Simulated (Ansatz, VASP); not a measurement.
# Sn in two plane-wave programs, part 3 of 5

One calculation is typed for both programs; each brings its own data sets. How far apart do they land? Of the first pair: The structure shown is the start of the Ansatz relaxation below; VASP solves that cell, so the two are compared at the walk's first step.

VASP 6.6.1 and Ansatz 0.2.0.

So far: Starting point; Ansatz: relaxation, r2SCAN; VASP: single point, r2SCAN, start cell, pair 1.

**3. VASP: single point, r2SCAN, start cell, pair 1 (continued)**

Level of this step: r2SCAN; plane waves and PAW (Sn_d) (VASP).

Numbers of over 12 decimals in the logs are rounded to 6 here.

OUTCAR, selected parts (step 3):

```text
ion  position               nearest neighbor table
   1  0.502  0.502  0.502-   2 2.77   2 2.77   2 2.77   2 2.83
   2  0.748  0.748  0.748-   1 2.77   1 2.77   1 2.77   1 2.83

  LATTYP: Found a trigonal (rhomboedric) cell.
 ALAT       =     4.6307148541
 COS(alpha) =     0.5365156743

 Subroutine GETGRP returns: Found 12 space group operations
 (whereof  6 operations were pure point group operations)

The static configuration has the point symmetry C_3v.
 The point group associated with its full space group is D_3d.

   k-points           NKPTS =   1728   k-points in BZ     NKDIM =   1728   number of bands    NBANDS=     20

   dimension x,y,z NGX =    32 NGY =   32 NGZ =   32
   dimension x,y,z NGXF=    64 NGYF=   64 NGZF=   64

   ENCUT  =  440.0 eV  32.34 Ry    5.69 a.u.   7.92  7.92  7.92*2*pi/ulx,y,z

   NELECT =      28.0000    total number of electrons

 k-points in reciprocal lattice and weights: Points of the shifted mesh
   0.04166667  0.04166667  0.04166667       0.001
   0.04166667  0.04166667  0.12500000       0.001
   0.04166667  0.04166667  0.20833333       0.001
   0.04166667  0.04166667  0.29166667       0.001
   0.04166667  0.04166667  0.37500000       0.001
   0.04166667  0.04166667  0.45833333       0.001
   0.04166667  0.04166667  0.54166667       0.001
   0.04166667  0.04166667  0.62500000       0.001
   0.04166667  0.04166667  0.70833333       0.001
[...]
0.95833333  0.95833333  0.87500000       0.001
   0.95833333  0.95833333  0.95833333       0.001

 average (electrostatic) potential at core
       1-106.7276       2-106.7276

 E-fermi :   6.0896

 k-point     1 :       0.0417    0.0417    0.0417
  band No.  band energies     occupation
    ...
     10     -16.0994      2.00000
     11      -5.4183      2.00000
     12       4.8966      2.00000
     13       6.0420      1.99999
     14       6.0420      1.99999
     15       6.2996      0.00000
     16       8.0547      0.00000
     17       8.3385      0.00000
     18       8.3385      0.00000
     19      11.4771      0.00000
    ...

 k-point     2 :       0.0417    0.0417    0.1250
  band No.  band energies     occupation
    ...
     10     -16.0814      2.00000
     11      -5.3204      2.00000
     12       4.0899      2.00000
     13       5.3252      2.00000
     14       5.9414      2.00000
     15       6.8665      0.00000
     16       8.4169      0.00000
     17       8.4533      0.00000
     18       8.8162      0.00000
     19      11.9570      0.00000
    ...

 k-point     3 :       0.0417    0.0417    0.2083
  band No.  band energies     occupation
    ...
     10     -16.0676      2.00000
     11      -5.0745      2.00000
     12       2.8535      2.00000
     13       4.7832      2.00000
     14       5.6013      2.00000
     15       6.8321      0.00000
     16       8.8237      0.00000
     17       8.8944      0.00000
     18       9.8728      0.00000
     19      12.5657      0.00000
    ...

  Total        1.4163720      1.4163720      1.4163720     -0.6458381     -0.6458381     -0.6458381
  in kB       34.2456808     34.2456808     34.2456808    -15.6153643    -15.6153643    -15.6153643
  external PRESSURE =      34.2456808 kB  Pullay stress =       0.0000000 kB

  energy-cutoff  :      440.00
  volume of cell :       66.26
      direct lattice vectors                 reciprocal lattice vectors
     0.120721000  3.273297000  3.273297000    -0.161472140  0.155728777  0.155728777
     3.273297000  0.120721000  3.273297000     0.155728777 -0.161472140  0.155728777
     3.273297000  3.273297000  0.120721000     0.155728777  0.155728777 -0.161472140

 POSITION                                       TOTAL-FORCE (eV/Angst)
 -----------------------------------------------------------------------------------
      3.34942      3.34942      3.34942         0.074491      0.074491      0.074491
      4.98472      4.98472      4.98472        -0.074491     -0.074491     -0.074491
 -----------------------------------------------------------------------------------
    total drift:                               -0.000000     -0.000000     -0.000000

  FREE ENERGIE OF THE ION-ELECTRON SYSTEM (eV)
  ---------------------------------------------------
  free  energy   TOTEN  =       -49.4176698204 eV

  energy  without entropy=      -49.4176698187  energy(sigma->0) =      -49.41766982

 total charge
# of ion       s       p       d       tot
------------------------------------------
    1        1.122   1.312   9.969  12.404
    2        1.122   1.312   9.969  12.404
--------------------------------------------------
tot          2.245   2.625  19.938  24.807

[... 3 further parts left out ...]
```

The run ends at a pressure of 3.42 GPa, with forces up to 0.13 eV/Å.

**4. Differences**

Known differences besides the potentials themselves: VASP keeps PBE cores, Ansatz makes them for the functional; the cutoff is 500 eV in Ansatz and 440 eV in VASP. Total energies have different zeros and are not compared.

Forces (eV/Å; atoms numbered as in POSCAR):

```
atom          Ansatz x, y, z            VASP x, y, z
 Sn1     0.074, 0.074, 0.074     0.074, 0.074, 0.074
 Sn2  -0.074, -0.074, -0.074  -0.074, -0.074, -0.074
```

The forces differ by 0.1 meV/Å r.m.s., which is 0.2 % of the r.m.s. force of 0.074 eV/Å (both taken over all components).

**5. Ansatz: relaxation, r2SCAN**

The two programs are compared at the cell with which this relaxation starts, whose forces are those of its first step. The cell compared in this pair holds 67.30 Å³, against 66.26 Å³ for the pair before.

The structure compared here is the start of the Ansatz relaxation; VASP solves that cell, so the two are compared at the walk's first step.

Input file input.yaml:

```yaml
crystal:
  lattice:
    - [0.0871531017, 3.2725689659, 3.2725689659]
    - [3.2725689659, 0.0871531017, 3.2725689659]
    - [3.2725689659, 3.2725689659, 0.0871531017]
  atoms:
    - { symbol: Sn, position: [0.5015250593, 0.5015250593, 0.5015250593] }
    - { symbol: Sn, position: [0.7484749407, 0.7484749407, 0.7484749407] }
  conventional_axes: [[-1, 1, 0], [0, -1, 1], [1, 1, 1]]
kpoints:
  mp_grid: { grid: [12, 12, 12], shift: [0.5, 0.5, 0.5] }
hamiltonian:
  xc: r2scan
  pseudopotentials: { kind: paw, azcp: { folder: soft_1 } }
scf:
  occupations: { method: gaussian, width: 0.015 }
output:
  forces: true
  stress: true
  eigenvalues: true
relax:
  adjacent_minimum: "off"
  f_tol: 0.001
  max_steps: 60
  cell: { stress_tol: 0.01, fix: [a, b, angles] }
```

Started as:

```console
$ ansatz run input.yaml --threads 4 --pin off --max-ram 10240MiB --backend cpu --events-out ev --progress --plain --runs-dir out
```

Log:

```text
[...]
Crystal: 2 atoms, lattice volume = 67.297 Å³
Basis set: ecut = 500 eV, 1717 PW (Γ), exchange–correlation on 144×144×144 points (64 copies of the dense FFT grid, shifted against one another)
Bands: 18, of which v1, the nominal top of the filled ones, is band 14 counted from 1 (13 counted from 0)
Symmetry: 12 space group operations
[...]
k-points: 182 of 1728
[...]
k-point 181: bands = [... 10 lower, -1.6090, 1.2617, 6.2337, 6.7752, 9.1592, 11.3897, 11.7057, 14.3654]
--- Relaxed structure (5 steps of the walk, 4 accepted, 1 SCFs on fresh bases) ---
[...]
cell:  # Å, volume = 67.6524 Å³
    - [0.098828, 3.284244, 3.284244]
    - [3.284244, 0.098828, 3.284244]
    - [3.284244, 3.284244, 0.098828]
  atoms:
    - { symbol: Sn, position: [0.502364, 0.502364, 0.502364] }
    - { symbol: Sn, position: [0.747636, 0.747636, 0.747636] }
[key lines of the parts left out:]
SCF converged after 5 iterations
Free energy (F): -12077.368524 eV
Fermi energy:    8.111209 eV
P = ⅓ Tr σ = 2.1964 GPa (21.964 kbar)
```

[end of part 3 of 5]

[Lines on the potential files, build, host, timing and source positions are cut from VASP's logs without a mark.]

[Logs are printed without paths, hosts, clocks, repeated set-up lines and the standing remarks that a program may print on its own settings, such as how far it seeks lower states.]

[Hosts, paths, dates, database ids (printed as entryN), source tags and the programs' standing remarks are cut or masked in the printed files.]
